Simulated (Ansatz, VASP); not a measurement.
# BN: VASP beside Ansatz

Aim: how closely do two programs agree when they are given the same cell, functional and k mesh? The cell is taken from a series of runs on this material, whose earlier steps may have relaxed, scaled, displaced or heated it; both programs get it as it stands.

Program: Ansatz 0.2.0. Level of theory: plane waves, with VASP 6.6.1 beside it; zone-centre phonons at PBE. Results are calculated unless marked as measured.

### Step 1. Set-up

Symmetry: F-43m, No. 216, cubic system. Conventional cell: a = 3.625 Å, b = 3.625 Å, c = 3.625 Å, α = 90.00°, β = 90.00°, γ = 90.00°. B has 4 N at 1.57 Å nearest. Nearest to N lie 4 B at 1.57 Å. Farther neighbours and most contacts between anions are not listed.

Coordinates:

```xyz
2
Lattice="0.0000 1.8124 1.8124 1.8124 0.0000 1.8124 1.8124 1.8124 0.0000" Properties=species:S:1:pos:R:3 pbc="T T T"
B     0.0000    0.0000    0.0000
N     2.7186    2.7186    2.7186
```

### Step 2. VASP: zone-centre phonons, PBE

Second derivatives magnify differences that forces hide, and they need a tight electronic threshold.

Lines of VASP's logs that name or quote its potential files are left out, and so is its time.

File INCAR:

```
SYSTEM = BN
PREC = Accurate
ENCUT = 600
EDIFF = 1E-08
NELM = 120
ISMEAR = 0
SIGMA = 0.01
LREAL = .FALSE.
ALGO = Normal
GGA = PE
NBANDS = 10
LORBIT = 11
LWAVE = .FALSE.
LCHARG = .FALSE.
ISIF = 2
IBRION = 8
LASPH = .TRUE.
GGA_COMPAT = .FALSE.
EFERMI = MIDGAP
```

File POSCAR:

```
BN
1.0
    0.0000000000      1.8123739535      1.8123739535
    1.8123739535      0.0000000000      1.8123739535
    1.8123739535      1.8123739535      0.0000000000
B N
1 1
Direct
    0.0000000000      0.0000000000      0.0000000000
    0.7500000000      0.7500000000      0.7500000000
```

File KPOINTS:

```
Automatic mesh
0
Gamma
10 10 10
0 0 0
```

PAW data sets: B and N (PBE family, release 64).

Run with:

```sh
$ mpirun -np 1 vasp_std
```

Numbers of over 12 decimals in the logs are rounded to 6 here.

The log of the run:

```text
[banner, memory and clock lines left out]
running    1 mpi-ranks, on    1 nodes
 distrk:  each k-point on    1 cores,    1 groups
 distr:  one band on    1 cores,    1 groups

 POSCAR found type information on POSCAR B N
 POSCAR found :  2 types and       2 ions
 LDA part: xc-table for (Slater+PW92), standard interpolation
 POSCAR, INCAR and KPOINTS ok, starting setup
 FFT: planning ... GRIDC
 FFT: planning ... GRID_SOFT
 FFT: planning ... GRID
 WAVECAR not read
 entering main loop
       N       E                     dE             d eps       ncg     rms          rms(c)
DAV:   1     0.151105027352E+02    0.15111E+02   -0.53609E+03   956   0.883E+02
DAV:   2    -0.177657417609E+02   -0.32876E+02   -0.31703E+02  1122   0.198E+02
DAV:   3    -0.184070249717E+02   -0.64128E+00   -0.64007E+00  1102   0.245E+01
DAV:   4    -0.184079187481E+02   -0.89378E-03   -0.89375E-03  1032   0.985E-01
DAV:   5    -0.184079196706E+02   -0.92244E-06   -0.92245E-06  1082   0.322E-02    0.664E+00
DAV:   6    -0.175384307782E+02    0.86949E+00   -0.30567E+00  1170   0.115E+01    0.322E+00
DAV:   7    -0.174684496322E+02    0.69981E-01   -0.92251E-02  1034   0.274E+00    0.188E+00
DAV:   8    -0.174543264491E+02    0.14123E-01   -0.37395E-02  1052   0.152E+00    0.191E-01
DAV:   9    -0.174545348292E+02   -0.20838E-03   -0.81733E-04  1016   0.269E-01    0.776E-02
DAV:  10    -0.174546139402E+02   -0.79111E-04   -0.11508E-04  1022   0.104E-01    0.150E-02
DAV:  11    -0.174546190188E+02   -0.50786E-05   -0.88363E-06  1102   0.262E-02    0.937E-03
DAV:  12    -0.174546190524E+02   -0.33641E-07   -0.16475E-06  1038   0.985E-03    0.642E-04
DAV:  13    -0.174546190501E+02    0.23252E-08   -0.27058E-08  1076   0.173E-03
   1 F= -.17454619E+02 E0= -.17454619E+02  d E =0.000000E+00
 Linear response reoptimize wavefunctions to high precision
DAV:   1    -0.174546190682E+02   -0.18059E-07   -0.29727E-09  1008   0.498E-04
DAV:   2    -0.174546190682E+02    0.11823E-10   -0.12267E-11   578   0.421E-05
 Linear response DOF=           2
 Linear response progress:
  Degree of freedom:   1/  2
       N       E                     dE             d eps       ncg     rms          rms(c)
RMM:   1    -0.407225531682E-01   -0.40723E-01   -0.23352E-02  8459   0.143E+00
RMM:   2    -0.355336280308E-01    0.51889E-02    0.50042E-04  5259   0.324E-01    0.135E-01
RMM:   3    -0.356299825141E-01   -0.96354E-04    0.23101E-04  5491   0.715E-02    0.768E-02
RMM:   4    -0.358866725588E-01   -0.25669E-03    0.12842E-04  5497   0.845E-02    0.746E-03
RMM:   5    -0.358833676722E-01    0.33049E-05    0.49067E-05  5628   0.107E-02    0.112E-03
RMM:   6    -0.358829692233E-01    0.39845E-06    0.31744E-06  5646   0.124E-03    0.449E-04
RMM:   7    -0.358801931273E-01    0.27761E-05   -0.93931E-07  5709   0.757E-04    0.694E-05
RMM:   8    -0.358802067145E-01   -0.13587E-07   -0.39089E-07  5730   0.760E-05    0.937E-06
RMM:   9    -0.358801773877E-01    0.29327E-07   -0.52587E-07  5881   0.153E-05    0.248E-06
RMM:  10    -0.358801741929E-01    0.31948E-08   -0.49899E-07  5166   0.704E-06    0.359E-07
RMM:  11    -0.358801740687E-01    0.12420E-09   -0.49953E-07  3699   0.446E-06    0.781E-08
 first order change of Fermi-energy   0.29839E+01
 force on displaced ion       1 direction 1 : -23.779   0.000   0.000
 Linear response progress:
  Degree of freedom:   2/  2
       N       E                     dE             d eps       ncg     rms          rms(c)
RMM:   1    -0.231494195862E+00   -0.23149E+00    0.13025E-01  7100   0.336E+00
RMM:   2    -0.227143047466E+00    0.43511E-02   -0.28619E-03  5223   0.549E-01    0.220E-01
RMM:   3    -0.228252801454E+00   -0.11098E-02   -0.41763E-04  5043   0.157E-01    0.119E-01
RMM:   4    -0.230393488035E+00   -0.21407E-02   -0.37554E-04  4901   0.155E-01    0.245E-02
RMM:   5    -0.230459950289E+00   -0.66462E-04   -0.95340E-06  5669   0.304E-02    0.149E-03
RMM:   6    -0.230470671521E+00   -0.10721E-04   -0.70518E-07  5516   0.185E-03    0.586E-04
RMM:   7    -0.230465402828E+00    0.52687E-05   -0.13658E-07  5715   0.790E-04    0.573E-05
RMM:   8    -0.230465641139E+00   -0.23831E-06    0.27885E-07  5364   0.663E-05    0.297E-05
RMM:   9    -0.230465519033E+00    0.12211E-06    0.32137E-07  5788   0.538E-05    0.313E-06
RMM:  10    -0.230465532624E+00   -0.13591E-07    0.30992E-07  5429   0.115E-05    0.887E-07
RMM:  11    -0.230465540107E+00   -0.74828E-08    0.29508E-07  5078   0.106E-05    0.119E-07
RMM:  12    -0.230465541728E+00   -0.16215E-08    0.28621E-07  3388   0.906E-06    0.551E-08
 first order change of Fermi-energy  -0.29835E+01
 force on displaced ion       2 direction 1 : -23.777   0.000   0.000
 Linear response finished
```

From OUTCAR (step 2):

```text
ion  position               nearest neighbor table
   1  0.000  0.000  0.000-   2 1.57   2 1.57   2 1.57   2 1.57
   2  0.750  0.750  0.750-   1 1.57   1 1.57   1 1.57   1 1.57

  LATTYP: Found a face centered cubic cell.
 ALAT       =     3.6247479070

 Subroutine GETGRP returns: Found 24 space group operations
 (whereof 24 operations were pure point group operations)

The static configuration has the point symmetry T_d .

 Found     47 irreducible k-points:

   k-points           NKPTS =     47   k-points in BZ     NKDIM =     47   number of bands    NBANDS=     10

   dimension x,y,z NGX =    20 NGY =   20 NGZ =   20
   dimension x,y,z NGXF=    40 NGYF=   40 NGZF=   40

   ENCUT  =  600.0 eV  44.10 Ry    6.64 a.u.   5.12  5.12  5.12*2*pi/ulx,y,z

   NELECT =       8.0000    total number of electrons

 k-points in reciprocal lattice and weights: Automatic mesh
   0.00000000  0.00000000  0.00000000       0.001
   0.10000000  0.00000000  0.00000000       0.008
   0.20000000  0.00000000  0.00000000       0.008
   0.30000000  0.00000000  0.00000000       0.008
   0.40000000  0.00000000  0.00000000       0.008
   0.50000000  0.00000000  0.00000000       0.004
   0.10000000  0.10000000  0.00000000       0.006
   0.20000000  0.10000000  0.00000000       0.024
   0.30000000  0.10000000  0.00000000       0.024
[...]
-0.30000000  0.40000000  0.20000000       0.024
  -0.30000000  0.50000000  0.20000000       0.012

 average (electrostatic) potential at core
       1 -24.5846       2 -60.4849

  Total       -0.0043089     -0.0043089     -0.0043089      0.0000000      0.0000000      0.0000000
  in kB       -0.5798379     -0.5798379     -0.5798379      0.0000000      0.0000000      0.0000000
  external PRESSURE =      -0.5798379 kB  Pullay stress =       0.0000000 kB

  energy-cutoff  :      600.00
  volume of cell :       11.91
      direct lattice vectors                 reciprocal lattice vectors
     0.000000000  1.812373954  1.812373954    -0.275881255  0.275881255  0.275881255
     1.812373954  0.000000000  1.812373954     0.275881255 -0.275881255  0.275881255
     1.812373954  1.812373954  0.000000000     0.275881255  0.275881255 -0.275881255

 POSITION                                       TOTAL-FORCE (eV/Angst)
 -----------------------------------------------------------------------------------
      0.00000      0.00000      0.00000        -0.000000     -0.000000      0.000000
      2.71856      2.71856      2.71856         0.000000      0.000000     -0.000000
 -----------------------------------------------------------------------------------
    total drift:                               -0.000000     -0.000000     -0.000000

 Eigenvectors and eigenvalues of the dynamical matrix
 ----------------------------------------------------

   1 f  =   30.864296 THz   193.926094 2PiTHz 1029.522110 cm-1   127.644416 meV
             X         Y         Z           dx          dy          dz
      0.000000  0.000000  0.000000    -0.000000   -0.751202    0.000000
      2.718561  2.718561  2.718561     0.000000    0.660072    0.000000

   2 f  =   30.864296 THz   193.926094 2PiTHz 1029.522110 cm-1   127.644416 meV
             X         Y         Z           dx          dy          dz
      0.000000  0.000000  0.000000     0.000000    0.000000    0.751202
      2.718561  2.718561  2.718561     0.000000   -0.000000   -0.660072

   3 f  =   30.864296 THz   193.926094 2PiTHz 1029.522110 cm-1   127.644416 meV
             X         Y         Z           dx          dy          dz
      0.000000  0.000000  0.000000     0.751202   -0.000000   -0.000000
      2.718561  2.718561  2.718561    -0.660072    0.000000   -0.000000

   4 f/i=    0.000671 THz     0.004215 2PiTHz    0.022375 cm-1     0.002774 meV
             X         Y         Z           dx          dy          dz
      0.000000  0.000000  0.000000     0.030350    0.085290    0.653834
      2.718561  2.718561  2.718561     0.034540    0.097065    0.744104

   5 f/i=    0.000671 THz     0.004215 2PiTHz    0.022375 cm-1     0.002774 meV
             X         Y         Z           dx          dy          dz
      0.000000  0.000000  0.000000    -0.480375   -0.445498    0.080412
      2.718561  2.718561  2.718561    -0.546697   -0.507004    0.091513

   6 f/i=    0.000671 THz     0.004215 2PiTHz    0.022375 cm-1     0.002774 meV
             X         Y         Z           dx          dy          dz
      0.000000  0.000000  0.000000    -0.451678    0.479533   -0.041587
      2.718561  2.718561  2.718561    -0.514038    0.545738   -0.047328

 ELASTIC MODULI CONTR FROM IONIC RELAXATION (kBar)
 Direction    XX          YY          ZZ          XY          YZ          ZX
 --------------------------------------------------------------------------------
 XX          -0.0000     -0.0000     -0.0000      0.0000      0.0000     -0.0000
 YY          -0.0000     -0.0000     -0.0000      0.0000      0.0000      0.0000
 ZZ          -0.0000     -0.0000     -0.0000      0.0000      0.0000     -0.0000
 XY           0.0000      0.0000      0.0000     -9.9747      0.0000      0.0000
 YZ           0.0000      0.0000      0.0000      0.0000     -9.9747      0.0000
 ZX          -0.0000      0.0000     -0.0000      0.0000      0.0000     -9.9747
 --------------------------------------------------------------------------------
```

### Step 3. Ansatz: zone-centre phonons, PBE

Ansatz runs on its default PAW (the set named soft_2) files.

The same cell, functional and mesh now go to Ansatz, which takes its cutoff from its data sets.

File input.yaml:

```yaml
crystal:
  lattice:
    - [0.0, 1.8123739535, 1.8123739535]
    - [1.8123739535, 0.0, 1.8123739535]
    - [1.8123739535, 1.8123739535, 0.0]
  atoms:
    - { symbol: B, position: [0.0, 0.0, 0.0] }
    - { symbol: "N", position: [0.75, 0.75, 0.75] }
kpoints:
  mp_grid: { grid: [10, 10, 10] }
hamiltonian:
  xc: pbe
scf:
  occupations: { method: fixed }
output:
  eigenvalues: true
phonons:
  method: fd
  supercell: [1, 1, 1]
  amplitude: 0.01
```

Run with:

```sh
$ ansatz run input.yaml --threads 4 --pin off --max-ram 15360MiB --backend cpu --events-out ev --progress --plain --runs-dir out
```

The log of the run:

```text
Engine: ansatz 0.2.0, x86_64-unknown-linux-gnu
Pseudopotentials: kind: paw
Pseudopotential: B, paw, valence charge 3, recommended cutoff 420 eV (normal), B.paw.azcp
Pseudopotential: N, paw, valence charge 5, recommended cutoff 420 eV (normal), N.paw.azcp
Functional definition: PBE
  parameter kappa = 0.804
  parameter beta = 0.066725
  exchange = pbe_x(kappa = kappa, mu = beta*pi^2/3)
  correlation = pbe_c(beta = beta)
Crystal: 2 atoms, lattice volume = 11.906 Å³
Basis set: ecut = 420 eV, 259 PW (Γ), exchange–correlation on 36×36×36 points (8 copies of the dense FFT grid, shifted against one another)
Bands: 8, of which v1, the nominal top of the filled ones, is band 4 counted from 1 (3 counted from 0)
Symmetry: 24 space group operations
k-points: 47 of 1000 (time reversal used)
Non-local potential: B, projectors of the file, l = 0: 2, l = 1: 2, l = 2: 1
Non-local potential: N, projectors of the file, l = 0: 2, l = 1: 2, l = 2: 1
PAW form: soft (Blöchl's): semilocal exchange-correlation on the pseudo side does not see the compensation charge
PAW one-centre angular grid: B, 110 points (default); XC on 64 Gauss nodes
PAW one-centre angular grid: N, 110 points (default); XC on 64 Gauss nodes
Initial density: superposition of atomic densities (neutral atoms: chi_scale 0, normalization atom), corrected by the library's trained network
Initial wavefunctions: pseudopotential atomic-orbital guess
Functional: x = pbe(κ = 0.804, μ = 0.219515), c = pbe(β = 0.066725)
SCF iter   1: F=—  HF=-542.275800 eV  |F-HF|=—  |Δ(HF+E_count)|=         —  Δρ=1.61e-3  dr2=1.67e-4  ethr=1.77e-3  ⟨swp⟩=3.8  Hψ=2146  notcnv=0  defer=74
preconditioner: auto → none  [insulator: Δε(μ)=4.467 eV  Ē_g=19.896 eV  n_scr=0 (ndim 8)  ℏωp=30.4 eV  f_vac=0.000  ε∞_Penn≈3.3]
SCF iter   2: F=—  HF=-542.275913 eV  |F-HF|=—  |Δ(HF+E_count)|=   1.13e-4  Δρ=8.34e-4  dr2=2.35e-5  ethr=2.09e-6  ⟨swp⟩=2.2  Hψ=1017  notcnv=0  defer=86
SCF iter   3: F=—  HF=-542.275955 eV  |F-HF|=—  |Δ(HF+E_count)|=   4.21e-5  Δρ=3.67e-4  dr2=5.64e-6  ethr=2.94e-7  ⟨swp⟩=2.2  Hψ=548  notcnv=0  defer=34
SCF iter   4: F=—  HF=-542.275969 eV  |F-HF|=—  |Δ(HF+E_count)|=   1.38e-5  Δρ=2.21e-5  dr2=1.81e-8  ethr=7.05e-8  ⟨swp⟩=2.3  Hψ=543  notcnv=0
SCF iter   5: F=—  HF=-542.275969 eV  |F-HF|=—  |Δ(HF+E_count)|=   4.83e-7  Δρ=5.62e-6  dr2=1.02e-9  ethr=2.26e-10  ⟨swp⟩=2.3  Hψ=518  notcnv=0
SCF iter   6: F=-542.275969 eV  HF=-542.275969 eV  |F-HF|=2.30e-11  |Δ(HF+E_count)|=   3.94e-9  Δρ=5.58e-7  dr2=1.95e-11  ethr=1.25e-11  ⟨swp⟩=4.9  Hψ=1617  notcnv=0
SCF 1 converged in 6 iterations: F = -542.275969 eV  dr2 = 1.95e-11
  greatest PAW one-centre occupation: 0.786 electrons in one spin orbital (limit 2), on the N atom at site 1 (counted from 0), in its partial waves of l = 0
Symmetry: 4 space group operations
k-points: 171 of 1000 (time reversal used)
Initial density: handed on by an earlier stage of this run
Initial wavefunctions: those handed on with the density
iter 1 solved again at ethr=2.18e-6 eV; its pass at ethr=3.10e-3 eV (dr2=1.74e-4 eV) is discarded
SCF iter   1: F=—  HF=-542.274828 eV  |F-HF|=—  |Δ(HF+E_count)|=         —  Δρ=1.82e-3  dr2=1.83e-4  ethr=2.18e-6  ⟨swp⟩=2.4  Hψ=9634  notcnv=0  defer=273
preconditioner: auto → none  [insulator: Δε(μ)=4.366 eV  Ē_g=19.895 eV  n_scr=0 (ndim 8)  ℏωp=30.4 eV  f_vac=0.000  ε∞_Penn≈3.3]
SCF iter   2: F=—  HF=-542.274786 eV  |F-HF|=—  |Δ(HF+E_count)|=   4.16e-5  Δρ=7.74e-4  dr2=2.84e-5  ethr=2.18e-6  ⟨swp⟩=1.2  Hψ=1452  notcnv=0  defer=140
SCF iter   3: F=—  HF=-542.274786 eV  |F-HF|=—  |Δ(HF+E_count)|=   5.46e-7  Δρ=7.40e-5  dr2=1.98e-7  ethr=3.55e-7  ⟨swp⟩=2.0  Hψ=1986  notcnv=0
SCF iter   4: F=—  HF=-542.274787 eV  |F-HF|=—  |Δ(HF+E_count)|=   9.29e-7  Δρ=2.67e-5  dr2=5.99e-8  ethr=2.48e-9  ⟨swp⟩=2.5  Hψ=2059  notcnv=0
SCF iter   5: F=—  HF=-542.274787 eV  |F-HF|=—  |Δ(HF+E_count)|=   1.25e-8  Δρ=5.48e-6  dr2=1.93e-9  ethr=7.49e-10  ⟨swp⟩=2.6  Hψ=2046  notcnv=0
SCF iter   6: F=-542.274787 eV  HF=-542.274787 eV  |F-HF|=2.91e-11  |Δ(HF+E_count)|=  5.76e-10  Δρ=8.32e-7  dr2=2.70e-11  ethr=1.25e-12  ⟨swp⟩=3.0  Hψ=5206  notcnv=0
SCF 2 converged in 6 iterations: F = -542.274787 eV  dr2 = 2.70e-11
iter 1 solved again at ethr=7.31e-6 eV; its pass at ethr=3.10e-3 eV (dr2=5.85e-4 eV) is discarded
SCF iter   1: F=—  HF=-542.274981 eV  |F-HF|=—  |Δ(HF+E_count)|=         —  Δρ=2.84e-3  dr2=5.78e-4  ethr=7.31e-6  ⟨swp⟩=1.6  Hψ=9720  notcnv=0  defer=290
preconditioner: auto → none  [insulator: Δε(μ)=4.371 eV  Ē_g=19.895 eV  n_scr=0 (ndim 8)  ℏωp=30.4 eV  f_vac=0.000  ε∞_Penn≈3.3]
SCF iter   2: F=—  HF=-542.274798 eV  |F-HF|=—  |Δ(HF+E_count)|=   1.83e-4  Δρ=1.19e-3  dr2=7.40e-5  ethr=7.22e-6  ⟨swp⟩=2.8  Hψ=2059  notcnv=0  defer=335
SCF iter   3: F=—  HF=-542.274787 eV  |F-HF|=—  |Δ(HF+E_count)|=   1.13e-5  Δρ=2.03e-4  dr2=1.39e-6  ethr=9.26e-7  ⟨swp⟩=2.0  Hψ=1898  notcnv=0
SCF iter   4: F=—  HF=-542.274787 eV  |F-HF|=—  |Δ(HF+E_count)|=   7.51e-7  Δρ=4.39e-5  dr2=1.74e-7  ethr=1.74e-8  ⟨swp⟩=2.0  Hψ=1885  notcnv=0
SCF iter   5: F=—  HF=-542.274787 eV  |F-HF|=—  |Δ(HF+E_count)|=   5.50e-8  Δρ=6.92e-6  dr2=1.56e-9  ethr=2.18e-9  ⟨swp⟩=2.4  Hψ=2038  notcnv=0
SCF iter   6: F=-542.274787 eV  HF=-542.274787 eV  |F-HF|=1.43e-11  |Δ(HF+E_count)|=  6.43e-10  Δρ=1.01e-6  dr2=2.74e-11  ethr=1.25e-12  ⟨swp⟩=4.1  Hψ=4132  notcnv=0
SCF 3 converged in 6 iterations: F = -542.274787 eV  dr2 = 2.74e-11
SCF converged after 6 iterations
Free energy (F): -542.275969 eV
Harris-Foulkes:  -542.275969 eV  (|F-HF|=2.30e-11)
Internal energy: -542.275969 eV  (E = F + TS)
E sigma→0 (E₀):  -542.275969 eV
Fermi energy:    11.050094 eV
--- Per-component energies (eV) ---
  E_band       = 25.730349
  E_kinetic    = 185.137877
  E_local      = -176.095570  (includes V_loc(G=0)·N_el)
  E_nonlocal   = 56.518072
  E_hartree    = 49.318300
  E_xc         = -93.328708
  E_vxc        = -116.075547  (∫ρ·V_xc dr)
  E_paw        = -206.405185  (= ΣΔE_a)
  E_vpaw       = -22.391191  (= ΣTr[D̂ρ^β])
  E_aug_tail   = 0.000103  (compensation charges beyond the density's cutoff)
  E_ewald      = -357.420858
  E_smearing   = -0.000000  (= −TS)
  E_closure    = -0.000000  (closes the sum)
  Σ components = -542.275969   (vs F -542.275969, Δ=0.00e0)
--- Forces (eV/Å), atoms counted from 1 ---
  atom   1  B     -0.00000000     0.00000000     0.00000000
  atom   2  N      0.00000000     0.00000000    -0.00000000
  max |Σ_I F_I| component: 6.75e-16 eV/Å
--- Band table (eV; the first three rows and the last of 47) ---
  k-point 0: bands = ["-9.0902", "11.0501", "11.0501", "11.0501", "19.8422", "19.8422", "19.8422", "21.2412"]
  k-point 1: bands = ["-8.8485", "9.7890", "10.7991", "10.7991", "20.0925", "20.2222", "20.2222", "22.0508"]
  k-point 2: bands = ["-8.1376", "7.0894", "10.2333", "10.2333", "20.4381", "21.0103", "21.0103", "23.7294"]
  k-point 46: bands = ["-3.2816", "3.1899", "4.5180", "4.7357", "19.7859", "24.0024", "25.0681", "26.9690"]
--- Phonons: 2 displaced members + reference (amplitude 0.01 Å, Σ member SCF iterations 12) ---
  symmetry images taken by strict's conditions (phonons.symmetry_images: auto; settled by no image being taken that strict refuses)
  ASR residual: 6.855e-4 → 0.000e0 eV/Å²; symmetrization residual: 5.137e-6 eV/Å²
  largest component of a force at the reference: 8.1e-16 eV/Å
  ASR residual per site (eV/Å²): 6.85e-4 4.15e-4
  Γ frequencies (cm⁻¹): 0.00 0.00 0.00 1026.38 1026.38 1026.38
  density of states and harmonic sums: on the 29×29×29 q-mesh, interpolated from the force constants of a 1×1×1 supercell (no non-analytic term)
  largest difference from the sums on the solved wave vectors: F 1.27e-1 eV, S 3.86e-4 and C_V 2.57e-4 eV/K
  zero-point energy: 0.259140 eV/cell   skipped modes (ω ≤ 0): 3   left out of the sums: 2.05e-5 of the cell's modes: C_V's classical limit lies that fraction below 3 k_B per atom; for a crystal, a wire or a layer, F and S can be off by more, and a phonons.interpolated_qmesh denser along its periods is the remedy for the sampling
```

Reading the cycles: dr2 is the Hartree energy of the density residual (eV), the measure of convergence; HF is the Harris–Foulkes estimate of the energy, which meets the free energy F at convergence.

### Step 4. Side by side

Known differences besides the potentials themselves: fixed occupations in Ansatz, narrow Gaussian smearing in VASP; the cutoff is 420 eV in Ansatz and 600 eV in VASP. Total energies have different zeros and are not compared.

Both answers:

```
                  quantity  Ansatz    VASP  difference
optical mode 1 to 3 (cm⁻¹)  1026.4  1029.5     -0.31 %
```

Modes are paired by rising frequency, not by their patterns, so a pair may set unlike modes beside each other; they are those without the splitting of longitudinal modes.

### Step 5. Results

| Quantity | Value |
| --- | --- |
| r.m.s. difference of the optical zone-centre modes, each program's sorted by frequency (zone-centre phonons, PBE) | 3.1 cm⁻¹ |

**Reading.** The r.m.s. difference of the optical zone-centre modes, each program's sorted by frequency is 3.1 cm⁻¹ (zone-centre phonons, PBE). How closely two codes agree says nothing of how well the functional describes the real material.

[Lines on the potential files, build, host, timing and source positions are cut from VASP's logs without a mark.]

[Logs are printed without paths, hosts, clocks, repeated set-up lines and the standing remarks that a program may print on its own settings, such as how far it seeks lower states.]

[Hosts, paths, dates, database ids (printed as entryN), source tags and the programs' standing remarks are cut or masked in the printed files.]
